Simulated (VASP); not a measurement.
The input files of a VASP run:

### INCAR
```
SYSTEM = SnO
PREC = Accurate; ENCUT = 400; LREAL = .False.
LASPH = .True.
EDIFF = 1E-6; NELM = 100; ALGO = Normal
LMAXMIX = 4
ISMEAR = -1; SIGMA = 0.01
GGA = PE
ISIF = 2
LWAVE = .False.; LCHARG = .False.
```

File KPOINTS:
```
Regular mesh
0
gamma
  3 3 2
0 0 0
```

POSCAR:
```
SnO
1
    3.8000000000     0.0000000000     0.0000000000
    0.0000000000     3.8000000000     0.0000000000
    0.0000000000     0.0000000000     4.8400000000
Sn O
2 2
Direct
  0.5000000000   0.0000000000   0.7620000000
  0.0000000000   0.5000000000   0.2380000000
  0.5000000000   0.5000000000   0.0000000000
  0.0000000000   0.0000000000   0.0000000000
```

POTCAR, in this order: Sn_d O (PBE.64 set). Program: vasp_std.

Translate this PBE calculation to Ansatz.

One equivalent input (not run):
Ansatz 0.2 input:
```yaml
crystal:
  lattice:
    - [3.8000000, 0.0000000, 0.0000000]
    - [0.0000000, 3.8000000, 0.0000000]
    - [0.0000000, 0.0000000, 4.8400000]
  atoms:
    - { symbol: Sn, position: [0.5000000, 0.0000000, 0.7620000] }
    - { symbol: Sn, position: [0.0000000, 0.5000000, 0.2380000] }
    - { symbol: O, position: [0.5000000, 0.5000000, 0.0000000] }
    - { symbol: O, position: [0.0000000, 0.0000000, 0.0000000] }
kpoints:
  mp_grid: { grid: [3, 3, 2] }
hamiltonian:
  xc: pbe
  pseudopotentials: { kind: paw }
scf:
  occupations: { method: fermi_dirac, width: 0.01 }
  max_iter: 100
output: { forces: true, stress: true, eigenvalues: true }
```
The two are equivalent in intent, not identical: each code has its own PAW files, so the cut-off isn't converted (ENCUT is set for VASP's; basis.ecutwfc is left out, and Ansatz then takes the one that its files recommend); Ansatz stops its SCF on the density residual and VASP on the energy change (EDIFF).

The structure is a typed SnO crystal (P4/nmm). The cell was not relaxed at this level. The k-mesh is coarse (spacing up to 0.65 per Å, 2π included), so the numbers may not be converged in it. The run is one of a series of settings (KPOINTS 3×3×2 Γ-centred mesh against the base run), some of them coarse on purpose.
